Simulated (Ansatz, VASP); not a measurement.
## LiBe in VASP and in Ansatz

File INCAR:

```
SYSTEM = LiBe
ALGO     = Normal         ! electronic algorithm
EDIFF    = 1E-7           ! SCF threshold, eV
ENCUT    = 520            ! plane-wave cutoff, eV
GGA      = PE             ! functional
ISIF     = 2              ! what is computed and relaxed
ISMEAR   = -1             ! smearing method
LASPH    = .TRUE.         ! aspherical terms in the spheres
LCHARG   = .FALSE.        ! write CHGCAR
LREAL    = .FALSE.        ! projectors in reciprocal space
LWAVE    = .FALSE.        ! write WAVECAR
NBANDS   = 13             ! bands
NELM     = 60             ! most SCF steps
PREC     = Accurate       ! precision mode
SIGMA    = 0.05           ! smearing width, eV
```

The input KPOINTS:

```
k-points
0
G
  11 7 5
  0 0 0
```

POSCAR

```
LiBe
1.0
    2.2959861536      0.0000000000      0.0000000000
    0.0000000000      3.6127729800      0.0000000000
   -0.4017425219      0.0000000000      5.5135259934
Be Li
2 2
Direct
    0.2689720000      0.7578760000      0.4242710000
    0.7681370000      0.2360690000      0.5659350000
    0.2778440000      0.7688110000      0.8468290000
    0.7391970000      0.2588130000      0.1610870000
```

Contents of input.yaml:

```yaml
crystal:
  lattice:
    - [2.2959861536, 0.0, 0.0]
    - [0.0, 3.61277298, 0.0]
    - [-0.4017425219, 0.0, 5.5135259934]
  atoms:
    - { symbol: Be, position: [0.268972, 0.757876, 0.424271] }
    - { symbol: Be, position: [0.768137, 0.236069, 0.565935] }
    - { symbol: Li, position: [0.277844, 0.768811, 0.846829] }
    - { symbol: Li, position: [0.739197, 0.258813, 0.161087] }
hamiltonian:
  xc: pbe
  pseudopotentials: { kind: paw }
kpoints:
  mp_grid: { grid: [11, 7, 5] }
scf:
  occupations: { method: fermi_dirac, width: 0.05 }
output:
  forces: true
  stress: true
  eigenvalues: true
  write_density: true
  write_potential: true
  elf: true
  volumetric_format: npy
```

Change from the starting cell: atoms moved at random, drawn with an rms of 0.05 Å.

Alike in both runs: task single point; functional PBE; k mesh 11 × 7 × 5; occupations fermi-dirac, width 0.05 eV; no spin polarisation.

|  | VASP | Ansatz |
| --- | --- | --- |
| version | VASP 6.6.1 | Ansatz 0.2.0 |
| potentials or method | VASP PAW PBE potentials, release 64 (Be, Li_sv) | Ansatz PAW |
| plane-wave cutoff (eV) | 520 | 420 |
| valence electrons in the cell | 10 | 10 |

Ansatz gave:

| Quantity | Value |
| --- | --- |
| gap on the k mesh at the Fermi level (eV) | none |
| rms of the force components (eV/Å) | 0.220 |

What did VASP give for the same quantities?

gap on the k mesh at the Fermi level (eV): none; rms of the force components (eV/Å): 0.222.

Atom by atom the forces differ by 0.003 eV/Å (rms over components). A gap of «none» marks a metal or a gap that the smearing closes. The functional is the same, so the differences come from potentials, cutoffs and numerics.
